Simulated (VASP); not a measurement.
Output of a VASP run:

**OSZICAR**
```
       N       E                     dE             d eps       ncg     rms          rms(c)
DAV:   1     0.398581189768E+02    0.39858E+02   -0.84891E+03  2344   0.108E+03
DAV:   2    -0.529862490072E+02   -0.92844E+02   -0.91025E+02  2337   0.276E+02
DAV:   3    -0.558181867934E+02   -0.28319E+01   -0.27460E+01  2263   0.425E+01
DAV:   4    -0.558610408289E+02   -0.42854E-01   -0.42568E-01  2077   0.582E+00
DAV:   5    -0.558618394646E+02   -0.79864E-03   -0.79141E-03  2268   0.858E-01    0.102E+01
DAV:   6    -0.492809317657E+02    0.65809E+01   -0.53486E+00  1947   0.244E+01    0.265E+00
DAV:   7    -0.491324536694E+02    0.14848E+00   -0.11192E+00  2057   0.886E+00    0.234E+00
DAV:   8    -0.491770769094E+02   -0.44623E-01   -0.13186E-01  1964   0.279E+00    0.107E+00
DAV:   9    -0.491618483970E+02    0.15229E-01   -0.11246E-01  2107   0.265E+00    0.288E-01
DAV:  10    -0.492270797675E+02   -0.65231E-01   -0.56408E-02  2042   0.193E+00    0.988E-02
DAV:  11    -0.492272115816E+02   -0.13181E-03   -0.21901E-03  2058   0.430E-01    0.719E-02
DAV:  12    -0.492274274270E+02   -0.21585E-03   -0.41076E-04  1947   0.231E-01    0.384E-02
DAV:  13    -0.492274792986E+02   -0.51872E-04   -0.10762E-03  1972   0.268E-01    0.298E-02
DAV:  14    -0.492277878399E+02   -0.30854E-03   -0.30216E-04  1892   0.205E-01    0.744E-03
DAV:  15    -0.492278511310E+02   -0.63291E-04   -0.42949E-05  2037   0.640E-02    0.473E-03
DAV:  16    -0.492278561649E+02   -0.50339E-05   -0.95705E-06  1987   0.236E-02    0.116E-03
DAV:  17    -0.492278608486E+02   -0.46837E-05   -0.12383E-06  1937   0.114E-02    0.832E-04
DAV:  18    -0.492278607095E+02    0.13910E-06   -0.26420E-07  1952   0.506E-03    0.295E-04
DAV:  19    -0.492278617034E+02   -0.99390E-06   -0.35572E-08   991   0.212E-03    0.225E-04
DAV:  20    -0.492278618451E+02   -0.14168E-06   -0.75169E-09   971   0.104E-03    0.713E-05
DAV:  21    -0.492278619478E+02   -0.10276E-06   -0.17786E-09   976   0.542E-04    0.389E-05
DAV:  22    -0.492278620406E+02   -0.92817E-07   -0.41486E-10   976   0.314E-04
   1 F= -.49227862E+02 E0= -.49227862E+02  d E =0.000000E+00
       N       E                     dE             ncg
```

OUTCAR:
```
------------------------ aborting loop because EDIFF is reached ----------------------------------------
  FORCE on cell =-STRESS in cart. coord.  units (eV):
  Direction    XX          YY          ZZ          XY          YZ          ZX
  --------------------------------------------------------------------------------------
  Total       -0.0150428     -0.0150428     -0.0150428     -0.0000000     -0.0000000     -0.0000000
  in kB       -0.4267617     -0.4267617     -0.4267617     -0.0000000     -0.0000000     -0.0000000
  external PRESSURE =      -0.4267617 kB  Pullay stress =       0.0000000 kB
  volume of cell :       56.47
      direct lattice vectors                 reciprocal lattice vectors
     0.000000000  3.045147331  3.045147331    -0.164195668  0.164195668  0.164195668
     3.045147331  0.000000000  3.045147331     0.164195668 -0.164195668  0.164195668
     3.045147331  3.045147331  0.000000000     0.164195668  0.164195668 -0.164195668
 POSITION                                       TOTAL-FORCE (eV/Angst)
 -----------------------------------------------------------------------------------
      0.00000      0.00000      0.00000        -0.000000      0.000000     -0.000000
      1.52257      1.52257      1.52257         0.000000     -0.000000      0.000000
 -----------------------------------------------------------------------------------
    total drift:                               -0.000000     -0.000000     -0.000000
  FREE ENERGIE OF THE ION-ELECTRON SYSTEM (eV)
  ---------------------------------------------------
  free  energy   TOTEN  =       -49.2278620406 eV

  energy  without entropy=      -49.2278620406  energy(sigma->0) =      -49.22786204

 total charge

# of ion       s       p       d       tot
------------------------------------------
    1        2.262   6.079   4.020  12.362
    2        1.102   1.417   0.072   2.591
--------------------------------------------------
tot          3.365   7.496   4.092  14.953
```
(Selected blocks of OUTCAR.)

POSCAR:
```
MoSb
1
    0.0000000000     3.0451473313     3.0451473313
    3.0451473313     0.0000000000     3.0451473313
    3.0451473313     3.0451473313     0.0000000000
Mo Sb
1 1
Direct
  0.0000000000   0.0000000000   0.0000000000
  0.2500000000   0.2500000000   0.2500000000
```

### Question
Reconstruct the remaining input files.

### Answer
This is not unique; one that fits is the input of the run itself, r2SCAN meta-GGA, plane waves, VASP's PBE PAW potentials (set 64).

### INCAR
```
# general
SYSTEM =MoSb
PREC   =Accurate
ENCUT  =400
LREAL  =.FALSE.
LASPH  =.TRUE.

# electronic loop
EDIFF  =1E-7
NELM   =100
ALGO   =Normal
LMAXMIX=4
LMIXTAU=.TRUE.

# smearing
ISMEAR =-5

# functional
METAGGA=R2SCAN

# ions
ISIF   =2

# output
LWAVE  =.FALSE.
LCHARG =.FALSE.
LORBIT =11
NEDOS  =601
```

File KPOINTS_OPT:
```
k-points along high-symmetry lines
10
Line-mode
Reciprocal
  0.000000   0.000000   0.000000 ! GAMMA
 -0.500000  -0.500000   0.000000 ! X

 -0.500000  -0.500000   0.000000 ! X
 -0.375000  -0.375000   0.250000 ! U

 -0.375000   0.000000   0.375000 ! K
  0.000000   0.000000   0.000000 ! GAMMA

  0.000000   0.000000   0.000000 ! GAMMA
  0.000000   0.000000   0.500000 ! L

  0.000000   0.000000   0.500000 ! L
 -0.500000  -0.250000   0.250000 ! W

 -0.500000  -0.250000   0.250000 ! W
 -0.500000  -0.500000   0.000000 ! X
```

KPOINTS:
```
K-points
0
gamma
  12 12 12
0 0 0
```

POTCAR, in this order: Mo_sv Sb (PBE.64 set). Program: vasp_std.

For a metal the tetrahedron method with Blöchl corrections gives inexact stress and forces.

The structure was generated: MoSb was put into the zinc blende type (F-43m), which need not be its known phase. It was relaxed first, which changed the volume by -27 %. The electron count is odd and the run is not spin-polarised, which forces a metal.
